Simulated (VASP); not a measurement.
# Sn2C (P4_2/nmc) in VASP: single point with r2SCAN

Aim: the single point of Sn2C with r2SCAN.

Everything below comes from runs of VASP 6.6.1. Logs are shortened: lines on timing, memory, paths and dates and some standing lists are left out, and cuts for length are marked.

**1. The structure**

The structure is tetragonal, space group P4_2/nmc (No. 137). The conventional cell has a = 3.517 Å, b = 3.517 Å, c = 10.121 Å, α = 90.00°, β = 90.00°, γ = 90.00°. Around Sn (site symmetry 2mm) lie 2 C at 2.21 Å. Around C (site symmetry -4m2) lie 4 Sn at 2.21 Å.

The cell was built by a generator and needn't be a form met in nature.

**2. Single point, r2SCAN**

Contents of INCAR:

```
SYSTEM = Sn2C
PREC = Accurate
ENCUT = 520
EDIFF = 1E-6
ISMEAR = 0
SIGMA = 0.1
LREAL = .FALSE.
LASPH = .TRUE.
NELM = 150
ALGO = Normal
ISIF = 2
LWAVE = .FALSE.
LCHARG = .FALSE.
METAGGA = R2SCAN
LMIXTAU = .TRUE.
KPAR = 4
```

Contents of KPOINTS:

```
regular mesh
0
G
  8 8 4
  0 0 0
```

Contents of POSCAR:

```
Sn2C
1.0
    3.5165700000      0.0000000000      0.0000000000
    0.0000000000      3.5165700000      0.0000000000
    0.0000000000      0.0000000000     10.1205500000
Sn C
4 2
Direct
    0.5000000000      0.0000000000      0.8671210000
    0.0000000000      0.5000000000      0.1328790000
    0.5000000000      0.0000000000      0.3671210000
    0.0000000000      0.5000000000      0.6328790000
    0.0000000000      0.0000000000      0.0000000000
    0.5000000000      0.5000000000      0.5000000000
```

Potentials or basis: VASP PAW PBE potentials, release 64 (Sn_d, C).

Run with:

```bash
cat potpaw_PBE.64/Sn_d/POTCAR potpaw_PBE.64/C/POTCAR > POTCAR
mpirun -np 4 vasp_std > vasp.out
```

OUTCAR:

```text
SYSTEM = Sn2C
   PREC = Accurate
   ENCUT = 520
   EDIFF = 1E-6
   ISMEAR = 0
   LREAL = .FALSE.
   LASPH = .TRUE.
   NELM = 150
   ISIF = 2
   METAGGA = R2SCAN

 ion  position               nearest neighbor table
   1  0.500  0.000  0.867-   5 2.21   5 2.21   4 3.44   4 3.44   4 3.44   4 3.44   2 3.66   2 3.66
                             2 3.66   2 3.66
   2  0.000  0.500  0.133-   5 2.21   5 2.21   3 3.44   3 3.44   3 3.44   3 3.44   1 3.66   1 3.66
                             1 3.66   1 3.66
   3  0.500  0.000  0.367-   6 2.21   6 2.21   2 3.44   2 3.44   2 3.44   2 3.44   4 3.66   4 3.66
                             4 3.66   4 3.66
   4  0.000  0.500  0.633-   6 2.21   6 2.21   1 3.44   1 3.44   1 3.44   1 3.44   3 3.66   3 3.66
                             3 3.66   3 3.66
   5  0.000  0.000  0.000-   1 2.21   2 2.21   2 2.21   1 2.21
   6  0.500  0.500  0.500-   3 2.21   4 2.21   3 2.21   4 2.21

  LATTYP: Found a simple tetragonal cell.
 ALAT       =     3.5165700000
 C/A-ratio  =     2.8779606264

  Lattice vectors:

 A1 = (   3.5165700000,   0.0000000000,   0.0000000000)
 A2 = (   0.0000000000,   3.5165700000,   0.0000000000)
 A3 = (   0.0000000000,   0.0000000000,  10.1205500000)

Analysis of symmetry for initial positions (statically):
=====================================================================
 Subroutine PRICEL returns:
 Original cell was already a primitive cell.

 Routine SETGRP: Setting up the symmetry group for a
 simple tetragonal supercell.

 Subroutine GETGRP returns: Found 16 space group operations
 (whereof  8 operations were pure point group operations)
 out of a pool of 16 trial point group operations.

The static configuration has the point symmetry D_2d.
 The point group associated with its full space group is D_4h.

Analysis of symmetry for dynamics (positions and initial velocities):
=====================================================================
 Subroutine PRICEL returns:
 Original cell was already a primitive cell.

 Routine SETGRP: Setting up the symmetry group for a
 simple tetragonal supercell.

 Subroutine GETGRP returns: Found 16 space group operations
 (whereof  8 operations were pure point group operations)
 out of a pool of 16 trial point group operations.

The dynamic configuration has the point symmetry D_2d.
 The point group associated with its full space group is D_4h.

 Subroutine INISYM returns: Found 16 space group operations
 (whereof  8 operations are pure point group operations),
 and found     1 'primitive' translations

[... 108 lines left out ...]
   ISIF   =      2    stress and relaxation
   ISYM   =      2    0-nonsym 1-usesym 2-fastsym
   POTIM  = 0.5000    time-step for ionic-motion
   TEBEG  =    0.0;   TEEND  =   0.0 temperature during run
   PSTRESS=    0.0 pullay stress
   NELECT =      64.0000    total number of electrons
   NUPDOWN=      -1.0000    fix difference up-down
   EMIN   =  10.00;   EMAX   =-10.00  energy-range for DOS
   EFERMI =   0.00;   METHOD = LEGACY
   ISMEAR =     0;   SIGMA  =   0.10  broadening in eV -4-tet -1-fermi 0-gaus
   EFERMI_NEDOS =   21; number of points for ismear=-14 and -15
   IALGO  =     38    algorithm
   IMIX   =      4    mixing-type and parameters
     AMIX     =   0.40;   BMIX     =  1.00
     AMIX_MAG =   1.60;   BMIX_MAG =  1.00
  volume/ion in A,a.u.               =      20.86       140.76
  Fermi-wavevector in a.u.,A,eV,Ry     =   1.309144  2.473923 23.318438  1.713857
  Thomas-Fermi vector in A             =   2.439762
   LORBIT       =      0    0 simple, 1 ext, 2 COOP (PROOUT), +10 PAW based schemes
   METAGGA = R2SCAN    functional components
   LHFCALC =     F    Hartree Fock is set to
   AEXX    =    0.0000 exact exchange contribution
   IVDW    =     0    specifies the selected vdW correction
   LEPSILON=     F    determine dielectric tensor
   LRPA    =     F    only Hartree local field effects (RPA)
 non-spin polarized calculation
 Gauss-broadening in eV      SIGMA  =   0.10
  energy-cutoff  :      520.00
  volume of cell :      125.15
 maximum number of plane-waves:      3430
 NGX is ok and might be reduce to    28
   NGX = 13   NGY = 13   NGZ = 37

 number of electron      64.0000023 magnetization

 Free energy of the ion-electron system (eV)
  ---------------------------------------------------
  ext. energy  EPLUGINS =         0.00000000
  ---------------------------------------------------
  free energy    TOTEN  =      -113.92074971 eV

  energy without entropy =     -113.91129190  energy(sigma->0) =     -113.91602080

 E-fermi :   7.4708     XC(G=0): -11.1728

 val. band max:        7.4661957205   @ k =   0.1250   0.0000   0.2500
 cond. band min:       7.4751455277   @ k =   0.5000   0.2500   0.5000
 fundamental gap:      0.0089498072
 Fermi energy:         7.4708411519

 k-point     1 :       0.0000    0.0000    0.0000
  band No.  band energies     occupation
      1     -14.8018      2.00000
      2     -14.7607      2.00000
      3     -14.7540      2.00000
      4     -14.7112      2.00000
      5     -14.6387      2.00000
      6     -14.6387      2.00000
[... 973 lines left out ...]
     37      12.0615      0.00000
     38      12.0615      0.00000

 [... further k-points ...]

------------------------ aborting loop because EDIFF is reached ----------------------------------------

  FORCE on cell =-STRESS in cart. coord.  units (eV):
  Direction    XX          YY          ZZ          XY          YZ          ZX
  --------------------------------------------------------------------------------------
  -------------------------------------------------------------------------------------
  Total       -1.5736893     -1.5736893     -1.5470044      0.0000000      0.0000000      0.0000000
  in kB      -20.1459117    -20.1459117    -19.8042995      0.0000000      0.0000000      0.0000000
  external PRESSURE =     -20.0320410 kB  Pullay stress =       0.0000000 kB

 VOLUME and BASIS-vectors are now :
 -----------------------------------------------------------------------------
  energy-cutoff  :      520.00
  volume of cell :      125.15
      direct lattice vectors                 reciprocal lattice vectors
     3.516570000  0.000000000  0.000000000     0.284368006  0.000000000  0.000000000
     0.000000000  3.516570000  0.000000000     0.000000000  0.284368006  0.000000000
     0.000000000  0.000000000 10.120550000     0.000000000  0.000000000  0.098808859

 POSITION                                       TOTAL-FORCE (eV/Angst)
 -----------------------------------------------------------------------------------
      1.75829      0.00000      8.77574         0.000000     -0.000000      0.106559
      0.00000      1.75829      1.34481        -0.000000      0.000000     -0.106559
      1.75829      0.00000      3.71547        -0.000000     -0.000000      0.106559
      0.00000      1.75829      6.40508        -0.000000     -0.000000     -0.106559
      0.00000      0.00000      0.00000        -0.000000     -0.000000      0.000000
      1.75829      1.75829      5.06027        -0.000000      0.000000      0.000000
 -----------------------------------------------------------------------------------
    total drift:                                0.000000     -0.000000     -0.000000

  FREE ENERGIE OF THE ION-ELECTRON SYSTEM (eV)
  ---------------------------------------------------
  free  energy   TOTEN  =      -113.9207497070 eV

  energy  without entropy=     -113.9112919009  energy(sigma->0) =     -113.91602080
```

OSZICAR:

```text
N       E                     dE             d eps       ncg     rms          rms(c)
DAV:   1     0.601786163803E+03    0.60179E+03   -0.32559E+04  3474   0.268E+03
DAV:   2    -0.168718493650E+02   -0.61866E+03   -0.60483E+03  3420   0.667E+02
[... 13 lines left out ...]
DAV:  16    -0.113920668985E+03   -0.10991E-02   -0.10276E-03  3570   0.194E-01    0.172E-02
DAV:  17    -0.113920650133E+03    0.18852E-04   -0.70644E-05  4650   0.704E-02    0.155E-02
DAV:  18    -0.113920600288E+03    0.49845E-04   -0.37387E-05  3712   0.401E-02    0.609E-03
DAV:  19    -0.113920742507E+03   -0.14222E-03   -0.49992E-05  3516   0.496E-02    0.258E-03
DAV:  20    -0.113920750773E+03   -0.82657E-05   -0.85781E-06  3122   0.193E-02    0.448E-03
DAV:  21    -0.113920749633E+03    0.11401E-05   -0.11410E-06  2202   0.708E-03    0.448E-03
DAV:  22    -0.113920749707E+03   -0.74445E-07   -0.19941E-06  2582   0.117E-02
   1 F= -.11392075E+03 E0= -.11391602E+03  d E =-.945781E-02
```

stdout:

```text
POSCAR found type information on POSCAR SnC
 POSCAR found :  2 types and       6 ions
 scaLAPACK will be used
 -----------------------------------------------------------------------------
|                                                                             |
|                                                                             |
|     You enforced a specific xc type in the INCAR file but a different       |
|     I HOPE YOU KNOW WHAT YOU ARE DOING!                                     |
|                                                                             |
 -----------------------------------------------------------------------------

 LDA part: xc-table for (None), standard interpolation
 POSCAR, INCAR and KPOINTS ok, starting setup
 FFT: planning ... GRIDC
 FFT: planning ... GRID_SOFT
 FFT: planning ... GRID
 WAVECAR not read
 entering main loop
```

It took 2.4 min on 4 MPI ranks of Intel Xeon 6975P-C (Granite Rapids), shared host; peak memory 0.35 GiB.

Results:

* Free energy: -113.9207 eV
* Pressure: -2.0 GPa
* Largest force: 0.107 eV/Å
* Band gap on the k mesh: none (metal or under the smearing width)

Forces on the atoms (eV/Å):
```
Sn   0.000  0.000  0.107
Sn   0.000  0.000 -0.107
Sn   0.000  0.000  0.107
Sn   0.000  0.000 -0.107
C    0.000  0.000  0.000
C    0.000  0.000  0.000
```

Caveat: the PAW data sets were made with another functional, which shifts forces and pressure a little.
